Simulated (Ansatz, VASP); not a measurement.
# Cross-check of Si2As4W between VASP and Ansatz

Wanted: the spread between two codes on one cell, functional and k mesh. The structure shown is the start of the Ansatz relaxation below; VASP solves that cell, so the two are compared at the walk's first step.

Calculated with Ansatz 0.2.0; plane waves, with VASP 6.6.1 beside it; single point at LDA.

### Step 1. Set-up

The cell holds 7 atoms: 1 W, 4 As and 2 Si. Cell: a = 3.797 Å, b = 3.797 Å, c = 45.900 Å, α = 90.0°, β = 90.0°, γ = 120.0°. Vacuum lies along c.

### Step 2. Ansatz: relaxation, LDA

Ansatz runs on its PAW soft_1 files.

The two programs are compared at the cell with which this relaxation starts, whose forces are those of its first step.

Contents of input.yaml:

```yaml
crystal:
  lattice:
    - [3.7970499, 0.0, 0.0]
    - [-1.89852495, 3.2883416728, 0.0]
    - [0.0, 0.0, 45.9]
  atoms:
    - { symbol: W, position: [0.0, 0.0, 0.5] }
    - { symbol: As, position: [0.3333333333, 0.6666666667, 0.5390766797] }
    - { symbol: As, position: [0.3333333333, 0.6666666667, 0.4609233203] }
    - { symbol: Si, position: [0.3333333333, 0.6666666667, 0.5886365926] }
    - { symbol: Si, position: [0.3333333333, 0.6666666667, 0.4113634074] }
    - { symbol: As, position: [0.6666666667, 0.3333333333, 0.6018682308] }
    - { symbol: As, position: [0.6666666667, 0.3333333333, 0.3981317692] }
  periodic: [true, true, false]
kpoints:
  mp_grid: { grid: [6, 6, 1] }
hamiltonian:
  xc: lda
  pseudopotentials: { kind: paw, azcp: { folder: soft_1 }, xc_functional: pbe }
scf:
  occupations: { method: fermi_dirac, width: 0.02 }
relax:
  f_tol: 0.01
  max_steps: 100
  cell: {}
```

The run is started by

```console
$ ansatz run input.yaml --threads 4 --pin off --max-ram 17510MiB --backend cpu --events-out ev --progress --plain --runs-dir out
```

Numbers of over 12 decimals in the logs are rounded to 6 here.

What it wrote:

```text
Engine: ansatz 0.2.0, aarch64-unknown-linux-gnu
Pseudopotentials: kind: paw
Pseudopotential: W, paw, valence charge 14, recommended cutoff 420 eV (normal), soft_1/W.paw.azcp
Pseudopotential: As, paw, valence charge 15, recommended cutoff 420 eV (normal), soft_1/As.paw.azcp
Pseudopotential: Si, paw, valence charge 4, recommended cutoff 420 eV (normal), soft_1/Si.paw.azcp
Functional definition: SPW92
  exchange = slater_x
  correlation = pw_c
Crystal: 7 atoms, lattice volume = 573.107 Å³
Basis set: ecut = 420 eV, 11205 PW (Γ)
Bands: 50, of which v1, the nominal top of the filled ones, is band 41 counted from 1 (40 counted from 0)
Symmetry: 12 space group operations
Space group: P-6m2 (ITA 187), of the structure as read, at distance tolerance 8.3e-5 Å
k-points: 7 of 36 (time reversal used)
Non-local potential: W, projectors of the file, l = 0: 3, l = 1: 2, l = 2: 2, l = 3: 1
Non-local potential: As, projectors of the file, l = 0: 2, l = 1: 2, l = 2: 3, l = 3: 1
Non-local potential: Si, projectors of the file, l = 0: 2, l = 1: 2, l = 2: 1
PAW form: soft (Blöchl's): semilocal exchange-correlation on the pseudo side does not see the compensation charge
PAW frozen core: W, regenerated for the run's functional, and the local potential with it (the file was generated under x = pbe(κ = 0.804, μ = 0.219515), c = pbe(β = 0.066725))
PAW frozen core: As, regenerated for the run's functional, and the local potential with it (the file was generated under x = pbe(κ = 0.804, μ = 0.219515), c = pbe(β = 0.066725))
PAW frozen core: Si, regenerated for the run's functional, and the local potential with it (the file was generated under x = pbe(κ = 0.804, μ = 0.219515), c = pbe(β = 0.066725))
PAW one-centre angular grid: W, 590 points (default); XC on 64 Gauss nodes
PAW one-centre angular grid: As, 590 points (default); XC on 64 Gauss nodes
PAW one-centre angular grid: Si, 110 points (default); XC on 64 Gauss nodes
Initial density: superposition of atomic densities (neutral atoms: chi_scale 0, normalization atom)
Initial wavefunctions: pseudopotential atomic-orbital guess
Functional: x = slater, c = lda
SCF iter   1: F=—  HF=-30440.098687 eV  |F-HF|=—  |Δ(HF+E_count)|=         —  Δρ=2.04e-2  dr2=3.89e0  ethr=3.10e-3  ⟨swp⟩=12.7  Hψ=1898  notcnv=0  defer=1
preconditioner: auto → LDOS  [insulator: Δε(μ)=0.081 eV  Ē_g=7.892 eV  σ=0.020 eV  W_gap=0.75  n_scr=70 (ndim 8)  ℏωp=9.0 eV  f_vac=0.707  D(μ)=1.75/eV (n_scr^D=10)  ε∞_Penn≈2.3  β→1.0]
SCF iter   2: F=—  HF=-30439.577550 eV  |F-HF|=—  |Δ(HF+E_count)|=   5.21e-1  Δρ=1.38e-2  dr2=2.78e0  ethr=3.10e-3  ⟨swp⟩=4.0  Hψ=857  notcnv=0  defer=15
SCF iter   3: F=—  HF=-30439.203764 eV  |F-HF|=—  |Δ(HF+E_count)|=   3.74e-1  Δρ=4.66e-3  dr2=3.47e-1  ethr=3.10e-3  ⟨swp⟩=3.7  Hψ=612  notcnv=0  defer=15
SCF iter   4: F=—  HF=-30439.144986 eV  |F-HF|=—  |Δ(HF+E_count)|=   5.88e-2  Δρ=1.19e-3  dr2=2.88e-2  ethr=4.23e-4  ⟨swp⟩=3.6  Hψ=620  notcnv=0  defer=17
SCF iter   5: F=—  HF=-30439.138942 eV  |F-HF|=—  |Δ(HF+E_count)|=   6.04e-3  Δρ=4.93e-4  dr2=3.56e-3  ethr=3.51e-5  ⟨swp⟩=3.1  Hψ=588  notcnv=0  defer=17
SCF iter   6: F=—  HF=-30439.138564 eV  |F-HF|=—  |Δ(HF+E_count)|=   3.78e-4  Δρ=1.38e-4  dr2=2.14e-4  ethr=4.35e-6  ⟨swp⟩=3.1  Hψ=604  notcnv=0  defer=17
SCF iter   7: F=—  HF=-30439.138566 eV  |F-HF|=—  |Δ(HF+E_count)|=   1.52e-6  Δρ=4.82e-5  dr2=1.08e-4  ethr=2.62e-7  ⟨swp⟩=3.0  Hψ=677  notcnv=0  defer=17
SCF iter   8: F=—  HF=-30439.138571 eV  |F-HF|=—  |Δ(HF+E_count)|=   5.16e-6  Δρ=2.90e-5  dr2=1.02e-5  ethr=1.32e-7  ⟨swp⟩=2.0  Hψ=380  notcnv=0  defer=17
SCF iter   9: F=—  HF=-30439.138625 eV  |F-HF|=—  |Δ(HF+E_count)|=   5.39e-5  Δρ=1.05e-5  dr2=1.55e-6  ethr=1.24e-8  ⟨swp⟩=3.7  Hψ=682  notcnv=0  defer=17
SCF iter  10: F=—  HF=-30439.138625 eV  |F-HF|=—  |Δ(HF+E_count)|=   3.36e-7  Δρ=3.24e-6  dr2=2.12e-7  ethr=1.89e-9  ⟨swp⟩=3.7  Hψ=702  notcnv=0  defer=17
SCF iter  11: F=-30439.138625 eV  HF=-30439.138625 eV  |F-HF|=2.13e-8  |Δ(HF+E_count)|=   3.19e-8  Δρ=9.03e-7  dr2=2.75e-8  ethr=1.22e-10  ⟨swp⟩=6.3  Hψ=1397  notcnv=0
SCF 1 converged in 11 iterations: F = -30439.138625 eV  dr2 = 2.75e-8
  greatest PAW one-centre occupation: 0.999 electrons in one spin orbital (limit 2), on the As atom at site 2 (counted from 0), in its partial waves of l = 2
relax step   1: F+E_penalty+E_count = -30439.13862498 eV  Δ(F+E_penalty+E_count) = +0.000e0 eV  max|allowed force component| = 4.455e0 eV/Å  Δτ_max = 0.0000 Å  P = -11.057 N/m  Ω = 573.107 Å³  fix = [c, alpha, beta]  reactions: c -0.000 N/m  (11 SCF iters, dr2 threshold 1.00e-7 eV, accepted)
[...]
relax step   5: F+E_penalty+E_count = -30442.72393504 eV  Δ(F+E_penalty+E_count) = -6.990e-3 eV  max|allowed force component| = 9.762e-2 eV/Å  Δτ_max = 0.0414 Å  P = +0.405 N/m  Ω = 501.159 Å³  energy of the carried Pulay correction = +3.331e-3 eV  fix = [c, alpha, beta]  reactions: c +0.000 N/m  (7 SCF iters, dr2 threshold 7.00e-7 eV, accepted)
[...]
relax step   6: F+E_penalty+E_count = -30442.72482346 eV  Δ(F+E_penalty+E_count) = -8.884e-4 eV  max|allowed force component| = 1.744e-2 eV/Å  Δτ_max = 0.0121 Å  P = +0.044 N/m  Ω = 501.153 Å³  energy of the carried Pulay correction = +3.331e-3 eV  fix = [c, alpha, beta]  reactions: c +0.000 N/m  (6 SCF iters, dr2 threshold 5.96e-7 eV, accepted)
[...]
relax step   7: F+E_penalty+E_count = -30442.72485484 eV  Δ(F+E_penalty+E_count) = -3.137e-5 eV  max|allowed force component| = 1.593e-3 eV/Å  Δτ_max = 0.0022 Å  P = +0.010 N/m  Ω = 501.400 Å³  energy of the carried Pulay correction = +3.319e-3 eV  fix = [c, alpha, beta]  reactions: c +0.000 N/m  (6 SCF iters, dr2 threshold 1.90e-8 eV, accepted)
[...]
relax step   8: F+E_penalty+E_count = -30442.72234790 eV  Δ(F+E_penalty+E_count) = +2.507e-3 eV  max|allowed force component| = 1.554e-3 eV/Å  Δτ_max = 0.0000 Å  P = -0.007 N/m  Ω = 501.400 Å³  fix = [c, alpha, beta]  reactions: c -0.000 N/m  stress off target by 7.23e-3 N/m on what of the cell is left free  SCF on the basis re-selected at this cell (its energy is not comparable with the rows above)  (7 SCF iters)
basis re-selected at this cell: Δ(F+E_penalty+E_count) = +2.507e-3 eV, ΔP = -0.017 N/m vs the last step (what re-selecting the basis moved, of the pressure what is left beyond the Pulay correction that the steps carried, after the strain that the cell walked since its last selection, with what the two solves' SCF thresholds leave and, on support functions, any second-order correction that the steps lacked; it is no measure of the basis error at this ecutwfc). The dense FFT grid was sized anew with the basis: this SCF ran on 24×24×320 points, the steps before it on 27×27×320, so part of this shift can come from that change (see relax.cell in the input reference). [rest of the remark cut]
SCF converged after 7 iterations
Free energy (F): -30442.722348 eV
Harris-Foulkes:  -30442.722348 eV  (|F-HF|=3.17e-10)
Internal energy: -30442.722348 eV  (E = F + TS)
E sigma→0 (E₀):  -30442.722348 eV
Entropy (-TS):   -0.000000 eV (-0.000 meV/atom)
Fermi energy:    -4.625447 eV
--- Per-component energies (eV) ---
  E_band       = -2388.013912
  E_kinetic    = 901.799026
  E_local      = -434526.001088  (includes V_loc(G=0)·N_el)
  E_nonlocal   = -1528.786978
  E_hartree    = 217018.660393
  E_xc         = -660.768170
  E_vxc        = -626.254271  (∫ρ·V_xc dr)
  E_paw        = -17024.580793  (= ΣΔE_a)
  E_vpaw       = -646.091352  (= ΣTr[D̂ρ^β])
  E_aug_tail   = 0.000184  (compensation charges beyond the density's cutoff)
  E_ewald      = 205368.202252
  E_core_change = 8.752827  (= ΣΔE_core)
  E_smearing   = -0.000000  (= −TS)
  E_closure    = 0.000000  (closes the sum)
  Σ components = -30442.722348   (vs F -30442.722348, Δ=0.00e0)
--- Forces (eV/Å), atoms counted from 1 ---
  atom   1  W      0.00000000     0.00000000     0.00000000
  atom   2  As     0.00000000    -0.00000000     0.00020416
  atom   3  As     0.00000000    -0.00000000    -0.00020416
  atom   4  Si     0.00000000     0.00000000    -0.00155354
  atom   5  Si    -0.00000000     0.00000000     0.00155354
  atom   6  As    -0.00000000     0.00000000     0.00073786
  atom   7  As    -0.00000000     0.00000000    -0.00073786
  max |Σ_I F_I| component: 3.95e-17 eV/Å
--- 2D stress c σ (N/m, compression-positive) ---
       -0.007227       0.000000       0.000000
        0.000000      -0.007227       0.000000
        0.000000       0.000000       0.000000
  P = ½ c Tr σ = -0.0072 N/m
--- Relaxed structure (7 steps of the walk, 7 accepted, 1 SCFs on fresh bases) ---
  F+E_penalty+E_count = -30442.72234790 eV   max|allowed force component| = 1.554e-3 eV/Å   (the final SCF, on the basis selected at the relaxed cell)
  cell:  # Å, volume = 501.3997 Å³
    - [3.551570, 0.0, 0.0]
    - [-1.775785, 3.075750, 0.0]
    - [0.0, 0.0, 45.9]
  atoms:
    - { symbol: W, position: [-4.758098676895717e-17, -5.286776307823465e-17, 0.500000] }
    - { symbol: As, position: [0.333333, 0.666667, 0.532183] }
    - { symbol: As, position: [0.333333, 0.666667, 0.467817] }
    - { symbol: Si, position: [0.333333, 0.666667, 0.582664] }
    - { symbol: Si, position: [0.333333, 0.666667, 0.417336] }
    - { symbol: As, position: [0.666667, 0.333333, 0.606648] }
    - { symbol: As, position: [0.666667, 0.333333, 0.393352] }
```

### Step 3. VASP: single point, LDA, start cell

The same cell, functional (in two slightly different forms), mesh and smearing now go to VASP, with its own data sets.

Lines of VASP's logs that name or quote its potential files are left out, and so is its time.

Contents of INCAR:

```
SYSTEM = Si2As4W
PREC = Accurate
ENCUT = 520
EDIFF = 1E-06
NELM = 120
ISMEAR = -1
SIGMA = 0.02
LREAL = .FALSE.
ALGO = Normal
GGA = CA
NBANDS = 24
LASPH = .TRUE.
LORBIT = 11
LWAVE = .FALSE.
LCHARG = .FALSE.
ISIF = 2
LDIPOL = .TRUE.
IDIPOL = 3
DIPOL = 0.5 0.5 0.5
LVHAR = .TRUE.
GGA_COMPAT = .FALSE.
EFERMI = MIDGAP
NELMDL = -8
KPAR = 2
```

Contents of POSCAR:

```
Si2As4W
1.0
    3.7970500000      0.0000000000      0.0000000000
   -1.8985250000      3.2883420000      0.0000000000
    0.0000000000      0.0000000000     45.9000000000
W As Si
1 4 2
Direct
    0.0000000000      0.0000000000      0.5000000000
    0.3333333333      0.6666666667      0.5390766885
    0.3333333333      0.6666666667      0.4609233115
    0.6666666667      0.3333333333      0.6018682353
    0.6666666667      0.3333333333      0.3981317647
    0.3333333333      0.6666666667      0.5886366013
    0.3333333333      0.6666666667      0.4113633987
```

Contents of KPOINTS:

```
Automatic mesh
0
Gamma
6 6 1
0 0 0
```

PAW data sets: W, As and Si (LDA family, release 64).

The run is started by

```console
$ mpirun -np 2 vasp_std
```

What it wrote:

```text
[banner, memory and clock lines left out]
running    2 mpi-ranks, on    1 nodes
 distrk:  each k-point on    1 cores,    2 groups
 distr:  one band on    1 cores,    1 groups

 POSCAR found type information on POSCAR W AsSi
 POSCAR found :  3 types and       7 ions
 LDA part: xc-table for (Slater(with rela. corr.)+CA(PZ))
 , standard interpolation
 POSCAR, INCAR and KPOINTS ok, starting setup
 FFT: planning ... GRIDC
 FFT: planning ... GRID_SOFT
 FFT: planning ... GRID
 WAVECAR not read
 entering main loop
       N       E                     dE             d eps       ncg     rms          rms(c)
DAV:   1     0.224874687797E+03    0.22487E+03   -0.10277E+04   344   0.983E+02
DAV:   2    -0.157244437320E+02   -0.24060E+03   -0.23383E+03   520   0.176E+02
DAV:   3    -0.453371177429E+02   -0.29613E+02   -0.29215E+02   456   0.686E+01
DAV:   4    -0.464884394602E+02   -0.11513E+01   -0.11404E+01   512   0.163E+01
DAV:   5    -0.465236097371E+02   -0.35170E-01   -0.35098E-01   440   0.245E+00
DAV:   6    -0.465246702731E+02   -0.10605E-02   -0.10597E-02   536   0.451E-01
DAV:   7    -0.465246885610E+02   -0.18288E-04   -0.18287E-04   464   0.523E-02
DAV:   8    -0.465246890042E+02   -0.44317E-06   -0.44312E-06   432   0.709E-03    0.140E+01
DAV:   9    -0.467047505583E+02   -0.18006E+00   -0.22371E+01   448   0.152E+01    0.884E+00
DAV:  10    -0.455799335774E+02    0.11248E+01   -0.17787E+01   504   0.230E+01    0.782E+00
DAV:  11    -0.443701462304E+02    0.12098E+01   -0.10414E+01   424   0.110E+01    0.231E+00
DAV:  12    -0.441217662167E+02    0.24838E+00   -0.11877E+00   424   0.567E+00    0.106E+00
DAV:  13    -0.440839352506E+02    0.37831E-01   -0.13384E-01   480   0.184E+00    0.697E-01
DAV:  14    -0.440577597582E+02    0.26175E-01   -0.76219E-02   448   0.145E+00    0.348E-01
[...]
DAV:  22    -0.440575981298E+02   -0.20061E-04   -0.20971E-05   408   0.224E-02    0.522E-03
DAV:  23    -0.440576167994E+02   -0.18670E-04   -0.42819E-06   344   0.871E-03    0.265E-03
DAV:  24    -0.440576415717E+02   -0.24772E-04   -0.26832E-06   296   0.601E-03    0.438E-03
DAV:  25    -0.440576547711E+02   -0.13199E-04   -0.15047E-06   320   0.550E-03    0.311E-03
DAV:  26    -0.440576642868E+02   -0.95157E-05   -0.10565E-06   264   0.431E-03    0.192E-03
DAV:  27    -0.440576665088E+02   -0.22220E-05   -0.19636E-07   216   0.197E-03    0.103E-03
DAV:  28    -0.440576689000E+02   -0.23912E-05   -0.10210E-07   184   0.130E-03    0.741E-04
DAV:  29    -0.440576697350E+02   -0.83498E-06   -0.38022E-08   168   0.877E-04
   1 F= -.44057670E+02 E0= -.44055046E+02  d E =-.524680E-02
```

[end of part 1 of 2]

[Lines on the potential files, build, host, timing and source positions are cut from VASP's logs without a mark.]

[Logs are printed without paths, hosts, clocks, repeated set-up lines and the standing remarks that a program may print on its own settings, such as how far it seeks lower states.]

[Hosts, paths, dates, database ids (printed as entryN), source tags and the programs' standing remarks are cut or masked in the printed files.]
